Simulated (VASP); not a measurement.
Runs of VASP 6.6.1 on GaB. The structure is tetragonal, space group P4/mmm (No. 123). The conventional cell has a = 2.718 Å, b = 2.718 Å, c = 3.236 Å, α = 90.00°, β = 90.00°, γ = 90.00°. Ga (site symmetry 4/mmm) is surrounded by 8 B at 2.51 Å and 4 Ga at 2.72 Å. B (site symmetry 4/mmm) has 8 Ga at 2.51 Å and 4 B at 2.72 Å as nearest neighbours. The cell was built by a generator and needn't be a form met in nature.

```csv
level,gap on the mesh (eV),pressure (GPa),relaxed volume (Å³/atom)
PBEsol,none,0.1,11.46
PBEsol+D4,none,-0.2,11.14
PBEsol+D3,none,0.2,(b)
PBEsol+rVV10,none,-0.1,11.42
PBEsol+D3(BJ),none,-0.1,(a)
```

Alike in all rows: task relaxation of cell and atoms; potentials or basis VASP PAW PBE potentials, release 64 (Ga_d, B); no spin polarisation; cell relaxed; k mesh 10 × 10 × 8; cutoff (eV) 600; smearing fermi-dirac 0.05 eV.

Task: Fill in the values left out.

Result: (a) 11.10; (b) 11.22.

Caveats: the PAW data sets were made with another functional, which shifts forces and pressure a little; pairwise dispersion overbinds metals, which lowers pressure and volume (some runs).

A k mesh can miss the band edges, and the runs leave out spin-orbit coupling on Ga.

A gap of «none» marks a metal or a gap under the smearing width.
